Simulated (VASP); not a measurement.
Write the native input for VASP 6.6.1 that does the following.

| Item | Value |
| --- | --- |
| Task | relaxation of cell and atoms |
| Functional | RPBE |
| Potentials or basis | VASP PAW PBE potentials, release 64 (Eu, Mo_sv) |
| Cutoff | 600 eV |
| k mesh | 6 × 6 × 6 |
| Occupations | fermi-dirac, width 0.05 eV |
| Spin | collinear spin, ferromagnetic start |
| Starting moments | [7.0, 1.0] μB |
| Further INCAR settings | ALGO = Normal; EDIFF = 1e-07; IBRION = 2; EDIFFG = -0.02; NSW = 60; ISIF = 3 |

The structure of EuMo lies in POSCAR:

```
EuMo
1.0
    3.5314500000      0.0000000000      0.0000000000
    0.0000000000      3.5314500000      0.0000000000
    0.0000000000      0.0000000000      3.5314500000
Eu Mo
1 1
Direct
    0.5000000000      0.5000000000      0.5000000000
    0.0000000000      0.0000000000      0.0000000000
```

The cell was built by a generator and needn't be a form met in nature.

The input as run:

INCAR

```
SYSTEM = EuMo
  PREC = Accurate
  ENCUT = 600
  EDIFF = 1E-7
  ISMEAR = -1
  SIGMA = 0.05
  LREAL = .False.
  LASPH = .True.
  NELM = 100
  ALGO = Normal
  ISIF = 3
  LWAVE = .False.
  LCHARG = .False.
  ISPIN = 2
  MAGMOM = 7 1
  LORBIT = 11
  LMAXMIX = 6
  GGA = RP
  IBRION = 2
  NSW = 60
  EDIFFG = -0.02
```

KPOINTS

```
Automatic mesh
0
Gamma
  6 6 6
  0 0 0
```

Potentials or basis: VASP PAW PBE potentials, release 64 (Eu, Mo_sv).

Launch:

```bash
$ cat potpaw_PBE.64/Eu/POTCAR potpaw_PBE.64/Mo_sv/POTCAR > POTCAR
$ mpirun -np 1 vasp_std > vasp.out
```

Results of the run:

| Property | Result |
| --- | --- |
| Relaxed volume | 24.87 Å³/atom |
| Relaxed cell | a = 3.677 Å, b = 3.677 Å, c = 3.677 Å, α = 90.00°, β = 90.00°, γ = 90.00° |
| Space group after relaxing (to 0.05 Å) | Pm-3m (No. 221) |
| Energy gained by relaxing | 45.9 meV/atom |
| Ionic steps | 3 |
| Pressure after relaxing | 0.1 GPa |
| Band gap on the k mesh | none (metal or under the smearing width) |
| Net moment | 3.93 μB per cell |
| Site moments | Eu +6.30; Mo -2.24 μB |
| Valence electrons inside the program's atomic spheres | Eu 14.77; Mo 12.27 |

Caveat: the PAW data sets were made with another functional, which shifts forces and pressure a little; spin-orbit coupling is left out, which moves the levels of the heavy elements; without U or exact exchange the open f shell lies at the Fermi level, which spoils levels, moments and volumes.

Wall time 3.4 min on 1 thread of AMD EPYC 9R45 96-Core Processor (Zen 5), on a shared host, peak memory 0.2 GiB.
